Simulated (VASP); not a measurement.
Computed with PBEsol GGA, VASP's PBE PAW potentials (set 64) (plane waves; VASP).

Input for VASP

File KPOINTS:
```
Automatic mesh
0
Gamma
4 3 1
0 0 0
```

### INCAR
```
SYSTEM  =  BaTe(110) slab
PREC  =  Normal; ENCUT  =  400; LREAL  =  .FALSE.
LASPH  =  .TRUE.
EDIFF  =  1E-6; NELM  =  100; NELMIN  =  4
ALGO  =  Normal; LMAXMIX  =  4
ISMEAR  =  0; SIGMA  =  0.05
GGA  =  PS
LWAVE  =  .FALSE.; LCHARG  =  .FALSE.; LORBIT  =  11
LVHAR  =  .TRUE.
DIPOL  =  0.5 0.5 0.5
LDIPOL  =  .TRUE.; IDIPOL  =  3
```

### POSCAR
```
BaTe(110) slab
1.0
  4.9280252905   0.0000000000   0.0000000000
  0.0000000000   6.9692808609   0.0000000000
  0.0000000000   0.0000000000  24.7902248498
Ba Te
4 4
Direct
  0.0000000000   0.0000000000   0.3587922540
  0.5000000000   0.5000000000   0.4454555438
  0.0000000000   0.0000000000   0.5545444562
  0.5000000000   0.5000000000   0.6412077460
  0.5000000000   0.0000000000   0.4496860764
  0.0000000000   0.5000000000   0.3518759838
  0.5000000000   0.0000000000   0.6481240162
  0.0000000000   0.5000000000   0.5503139236
```

POTCAR, in this order: Ba_sv Te (PBE.64 set). Program: vasp_std. Read from the step before: WAVECAR.

The run wrote:

**OSZICAR**
```
       N       E                     dE             d eps       ncg     rms          rms(c)
DAV:   1    -0.344317570853E+02   -0.34432E+02   -0.34283E-06   360   0.303E-03    0.945E-04
DAV:   2    -0.344317570585E+02    0.26763E-07   -0.17320E-07   330   0.124E-03    0.266E-04
DAV:   3    -0.344317570465E+02    0.11977E-07   -0.52205E-08   288   0.659E-04    0.314E-04
DAV:   4    -0.344317570439E+02    0.26321E-08   -0.23132E-08   300   0.420E-04
   1 F= -.34431757E+02 E0= -.34431757E+02  d E =-.563193E-11
```

**OUTCAR**
```
------------------------ aborting loop because EDIFF is reached ----------------------------------------
  FORCE on cell =-STRESS in cart. coord.  units (eV):
  Direction    XX          YY          ZZ          XY          YZ          ZX
  --------------------------------------------------------------------------------------
  Total        1.9967418     -4.4927984      0.0839209      0.0000000      0.0000000      0.0000000
  in kB        3.7574320     -8.4544654      0.1579208      0.0000000      0.0000000      0.0000000
  external PRESSURE =      -1.5130375 kB  Pullay stress =       0.0000000 kB
  volume of cell :      851.42
      direct lattice vectors                 reciprocal lattice vectors
     4.928025290  0.000000000  0.000000000     0.202921037  0.000000000  0.000000000
     0.000000000  6.969280861  0.000000000     0.000000000  0.143486827  0.000000000
     0.000000000  0.000000000 24.790224850     0.000000000  0.000000000  0.040338480
 POSITION                                       TOTAL-FORCE (eV/Angst)
 -----------------------------------------------------------------------------------
      0.00000      0.00000      8.89454         0.000000      0.000000     -0.006776
      2.46401      3.48464     11.04294         0.000000      0.000000     -0.020439
      0.00000      0.00000     13.74728         0.000000      0.000000      0.020439
      2.46401      3.48464     15.89568         0.000000      0.000000      0.006776
      2.46401      0.00000     11.14782         0.000000      0.000000      0.002334
      0.00000      3.48464      8.72308         0.000000      0.000000     -0.001702
      2.46401      0.00000     16.06714         0.000000      0.000000      0.001702
      0.00000      3.48464     13.64241         0.000000      0.000000     -0.002334
 -----------------------------------------------------------------------------------
    total drift:                               -0.000000     -0.000000      0.000000
  FREE ENERGIE OF THE ION-ELECTRON SYSTEM (eV)
  ---------------------------------------------------
  free  energy   TOTEN  =       -34.4317570439 eV

  energy  without entropy=      -34.4317570439  energy(sigma->0) =      -34.43175704

 total charge

# of ion       s       p       d       tot
------------------------------------------
    1        2.009   5.583   0.288   7.879
    2        2.009   5.594   0.290   7.893
    3        2.009   5.594   0.290   7.893
    4        2.009   5.583   0.288   7.879
    5        1.345   2.125   0.004   3.474
    6        1.348   2.084   0.003   3.435
    7        1.348   2.084   0.003   3.435
    8        1.345   2.125   0.004   3.474
--------------------------------------------------
tot         13.420  30.773   1.171  45.364
```
(Selected blocks of OUTCAR.)

The cell is a thin slab with vacuum, built from BaTe (rock salt): (110) face.
